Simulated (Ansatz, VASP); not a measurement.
# SiC: VASP beside Ansatz, part 2 of 3

One calculation is typed for both programs; each brings its own data sets. How far apart do they land? The cell is taken from a series of runs on this material, whose earlier steps may have relaxed, scaled, displaced or heated it; both programs get it as it stands.

VASP 6.6.1 and Ansatz 0.2.0.

So far: Set-up; VASP: zone-centre phonons, PBE.

**2. VASP: zone-centre phonons, PBE (continued)**

Level of this step: PBE; plane waves and PAW (C, Si) (VASP).

OUTCAR, selected parts (step 2):

```text
ion  position               nearest neighbor table
   1  0.667  0.333  0.750-   7 1.93   7 1.93   7 1.93   5 1.94
   2  0.333  0.667  0.250-   8 1.93   8 1.93   8 1.93   6 1.94
   3  1.000  1.000  0.500-   6 1.93   6 1.93   6 1.93   7 1.94
   4  1.000  1.000  0.000-   5 1.93   5 1.93   5 1.93   8 1.94
   5  0.667  0.333  0.938-   4 1.93   4 1.93   4 1.93   1 1.94
   6  0.333  0.667  0.438-   3 1.93   3 1.93   3 1.93   2 1.94
   7  1.000  1.000  0.688-   1 1.93   1 1.93   1 1.93   3 1.94
   8  1.000  1.000  0.188-   2 1.93   2 1.93   2 1.93   4 1.94

  LATTYP: Found a hexagonal cell.
 ALAT       =     3.1544893461
 C/A-ratio  =     3.2746626727

 Subroutine GETGRP returns: Found 12 space group operations
 (whereof  6 operations were pure point group operations)

The static configuration has the point symmetry C_3v.
 The point group associated with its full space group is C_6v.

 Found     36 irreducible k-points:

   k-points           NKPTS =     36   k-points in BZ     NKDIM =     36   number of bands    NBANDS=     24

   dimension x,y,z NGX =    28 NGY =   28 NGZ =   84
   dimension x,y,z NGXF=    56 NGYF=   56 NGZF=  168

   ENCUT  =  600.0 eV  44.10 Ry    6.64 a.u.   6.30  6.30 20.63*2*pi/ulx,y,z

   NELECT =      32.0000    total number of electrons

 k-points in reciprocal lattice and weights: Automatic mesh
   0.00000000  0.00000000  0.00000000       0.003
   0.11111111  0.00000000  0.00000000       0.019
   0.22222222  0.00000000  0.00000000       0.019
   0.33333333  0.00000000  0.00000000       0.019
   0.44444444  0.00000000  0.00000000       0.019
   0.11111111  0.11111111  0.00000000       0.019
   0.22222222  0.11111111  0.00000000       0.037
   0.33333333  0.11111111  0.00000000       0.037
   0.44444444  0.11111111  0.00000000       0.019
[...]
0.33333333  0.22222222  0.50000000       0.037
   0.33333333  0.33333333  0.50000000       0.006

 average (electrostatic) potential at core
       1 -45.7749       2 -45.7749       3 -45.8310       4 -45.8310       5 -81.3843
       6 -81.3843       7 -81.3451       8 -81.3451

[...]
1 f  =   25.194765 THz   158.303376 2PiTHz  840.406890 cm-1   104.197128 meV
             X         Y         Z           dx          dy          dz
      1.577245  0.910623  7.745123     0.000000    0.000000    0.155708
     -0.000000  1.821245  2.580179     0.000000    0.000000   -0.155708
      1.577245  2.731868  5.169656     0.000000   -0.000000    0.594324
      1.577245  2.731868  0.004712     0.000000   -0.000000   -0.594324
      1.577245  0.910623  9.688317    -0.000000   -0.000000    0.218003
     -0.000000  1.821245  4.523373    -0.000000    0.000000   -0.218003
      1.577245  2.731868  7.105653    -0.000000   -0.000000   -0.273878
      1.577245  2.731868  1.940709    -0.000000    0.000000    0.273878

   2 f  =   24.947260 THz   156.748259 2PiTHz  832.151027 cm-1   103.173532 meV
             X         Y         Z           dx          dy          dz
      1.577245  0.910623  7.745123     0.000000    0.000000   -0.591260
     -0.000000  1.821245  2.580179     0.000000    0.000000    0.591260
      1.577245  2.731868  5.169656     0.000000   -0.000000    0.157683
      1.577245  2.731868  0.004712     0.000000    0.000000   -0.157683
      1.577245  0.910623  9.688317    -0.000000   -0.000000    0.274264
     -0.000000  1.821245  4.523373    -0.000000    0.000000   -0.274264
      1.577245  2.731868  7.105653    -0.000000   -0.000000    0.224336
      1.577245  2.731868  1.940709    -0.000000   -0.000000   -0.224336

   3 f  =   22.854753 THz   143.600649 2PiTHz  762.352506 cm-1    94.519622 meV
             X         Y         Z           dx          dy          dz
      1.577245  0.910623  7.745123     0.000000   -0.000000   -0.466974
     -0.000000  1.821245  2.580179     0.000000   -0.000000   -0.466974
      1.577245  2.731868  5.169656     0.000000   -0.000000    0.523387
      1.577245  2.731868  0.004712     0.000000   -0.000000    0.523387
      1.577245  0.910623  9.688317    -0.000000    0.000000   -0.078951
     -0.000000  1.821245  4.523373    -0.000000    0.000000   -0.078951
      1.577245  2.731868  7.105653     0.000000    0.000000    0.042051
      1.577245  2.731868  1.940709    -0.000000    0.000000    0.042051

   4 f  =   21.822104 THz   137.112325 2PiTHz  727.907047 cm-1    90.248931 meV
             X         Y         Z           dx          dy          dz
      1.577245  0.910623  7.745123    -0.391331    0.101440   -0.000000
     -0.000000  1.821245  2.580179    -0.391331    0.101440   -0.000000
      1.577245  2.731868  5.169656    -0.418436    0.108466    0.000000
      1.577245  2.731868  0.004712    -0.418436    0.108466    0.000000
      1.577245  0.910623  9.688317     0.271686   -0.070426   -0.000000
     -0.000000  1.821245  4.523373     0.271686   -0.070426   -0.000000
      1.577245  2.731868  7.105653     0.257830   -0.066834    0.000000
      1.577245  2.731868  1.940709     0.257830   -0.066834    0.000000

   5 f  =   21.822104 THz   137.112325 2PiTHz  727.907047 cm-1    90.248931 meV
             X         Y         Z           dx          dy          dz
      1.577245  0.910623  7.745123    -0.101440   -0.391331    0.000000
     -0.000000  1.821245  2.580179    -0.101440   -0.391331    0.000000
      1.577245  2.731868  5.169656    -0.108466   -0.418436   -0.000000
      1.577245  2.731868  0.004712    -0.108466   -0.418436   -0.000000
      1.577245  0.910623  9.688317     0.070426    0.271686    0.000000
     -0.000000  1.821245  4.523373     0.070426    0.271686    0.000000
      1.577245  2.731868  7.105653     0.066834    0.257830   -0.000000
      1.577245  2.731868  1.940709     0.066834    0.257830   -0.000000

   6 f  =   21.389652 THz   134.395145 2PiTHz  713.481980 cm-1    88.460451 meV
             X         Y         Z           dx          dy          dz
      1.577245  0.910623  7.745123    -0.000000    0.000000    0.451622
     -0.000000  1.821245  2.580179     0.000000   -0.000000    0.451622
      1.577245  2.731868  5.169656     0.000000   -0.000000    0.383371
      1.577245  2.731868  0.004712    -0.000000    0.000000    0.383371
      1.577245  0.910623  9.688317     0.000000   -0.000000   -0.274412
     -0.000000  1.821245  4.523373    -0.000000    0.000000   -0.274412
      1.577245  2.731868  7.105653     0.000000   -0.000000   -0.271593
      1.577245  2.731868  1.940709    -0.000000    0.000000   -0.271593

   7 f  =   21.358396 THz   134.198759 2PiTHz  712.439397 cm-1    88.331188 meV
             X         Y         Z           dx          dy          dz
      1.577245  0.910623  7.745123    -0.434543    0.112641   -0.000000
     -0.000000  1.821245  2.580179     0.434543   -0.112641   -0.000000
      1.577245  2.731868  5.169656     0.392708   -0.101797   -0.000000
      1.577245  2.731868  0.004712    -0.392708    0.101797   -0.000000
      1.577245  0.910623  9.688317     0.276385   -0.071644    0.000000
     -0.000000  1.821245  4.523373    -0.276385    0.071644    0.000000
      1.577245  2.731868  7.105653     0.221545   -0.057428    0.000000
      1.577245  2.731868  1.940709    -0.221545    0.057428    0.000000

   8 f  =   21.358396 THz   134.198759 2PiTHz  712.439397 cm-1    88.331188 meV
             X         Y         Z           dx          dy          dz
      1.577245  0.910623  7.745123     0.112641    0.434543   -0.000000
     -0.000000  1.821245  2.580179    -0.112641   -0.434543   -0.000000
      1.577245  2.731868  5.169656    -0.101797   -0.392708   -0.000000
      1.577245  2.731868  0.004712     0.101797    0.392708   -0.000000
      1.577245  0.910623  9.688317    -0.071644   -0.276385    0.000000
     -0.000000  1.821245  4.523373     0.071644    0.276385    0.000000
      1.577245  2.731868  7.105653    -0.057428   -0.221545    0.000000
      1.577245  2.731868  1.940709     0.057428    0.221545    0.000000

   9 f  =   21.108089 THz   132.626034 2PiTHz  704.090058 cm-1    87.296002 meV
             X         Y         Z           dx          dy          dz
      1.577245  0.910623  7.745123    -0.389250    0.100901   -0.000000
     -0.000000  1.821245  2.580179     0.389250   -0.100901   -0.000000
      1.577245  2.731868  5.169656    -0.432714    0.112168   -0.000000
      1.577245  2.731868  0.004712     0.432714   -0.112168   -0.000000
      1.577245  0.910623  9.688317    -0.223568    0.057953    0.000000
     -0.000000  1.821245  4.523373     0.223568   -0.057953    0.000000
      1.577245  2.731868  7.105653     0.282451   -0.073217    0.000000
      1.577245  2.731868  1.940709    -0.282451    0.073217    0.000000

  10 f  =   21.108089 THz   132.626034 2PiTHz  704.090058 cm-1    87.296002 meV
             X         Y         Z           dx          dy          dz
      1.577245  0.910623  7.745123     0.100901    0.389250   -0.000000
     -0.000000  1.821245  2.580179    -0.100901   -0.389250   -0.000000
      1.577245  2.731868  5.169656     0.112168    0.432714    0.000000
      1.577245  2.731868  0.004712    -0.112168   -0.432714   -0.000000
      1.577245  0.910623  9.688317     0.057953    0.223568   -0.000000
     -0.000000  1.821245  4.523373    -0.057953   -0.223568    0.000000
      1.577245  2.731868  7.105653    -0.073217   -0.282451    0.000000
      1.577245  2.731868  1.940709     0.073217    0.282451    0.000000

  11 f  =   20.748270 THz   130.365227 2PiTHz  692.087798 cm-1    85.807912 meV
             X         Y         Z           dx          dy          dz
      1.577245  0.910623  7.745123    -0.431754    0.111920   -0.000000
     -0.000000  1.821245  2.580179    -0.431754    0.111920   -0.000000
      1.577245  2.731868  5.169656     0.406328   -0.105329   -0.000000
      1.577245  2.731868  0.004712     0.406328   -0.105329   -0.000000
    [... 145 further lines ...]
      1.577245  2.731868  7.105653    -0.038014   -0.416836   -0.000000
      1.577245  2.731868  1.940709    -0.038014   -0.416836   -0.000000

 MACROSCOPIC STATIC DIELECTRIC TENSOR IONIC CONTRIBUTION
 ------------------------------------------------------
           3.406963    -0.000000     0.000000
          -0.000000     3.406963     0.000000
           0.000000     0.000000     3.795209
 ------------------------------------------------------

 ELASTIC MODULI CONTR FROM IONIC RELAXATION (kBar)
 Direction    XX          YY          ZZ          XY          YZ          ZX
 --------------------------------------------------------------------------------
 XX        -219.7884    143.8811     71.8256      0.0000     -0.0000     -0.0000
 YY         143.8811   -219.7884     71.8256      0.0000      0.0000      0.0000
 ZZ          71.8256     71.8256   -136.9698     -0.0000      0.0000      0.0000
 XY           0.0000      0.0000     -0.0000   -181.8347     -0.0000     -0.0000
 YZ          -0.0000      0.0000      0.0000     -0.0000    -40.8363      0.0000
 ZX          -0.0000      0.0000      0.0000     -0.0000      0.0000    -44.9452
 --------------------------------------------------------------------------------

 PIEZOELECTRIC TENSOR IONIC CONTR  for field in x, y, z        (C/m^2)
          XX          YY          ZZ          XY          YZ          ZX
  --------------------------------------------------------------------------------
  x     0.00000    -0.00000    -0.00000     0.00000    -0.00000     0.36549
  y     0.00000    -0.00000    -0.00000     0.00000     0.34786    -0.00000
  z     0.35559     0.35559    -0.67616    -0.00000     0.00000     0.00000
```

(Part 2 of 3 ends here.)

[Lines on the potential files, build, host, timing and source positions are cut from VASP's logs without a mark.]

[Logs are printed without paths, hosts, clocks, repeated set-up lines and the standing remarks that a program may print on its own settings, such as how far it seeks lower states.]

[Hosts, paths, dates, database ids (printed as entryN), source tags and the programs' standing remarks are cut or masked in the printed files.]
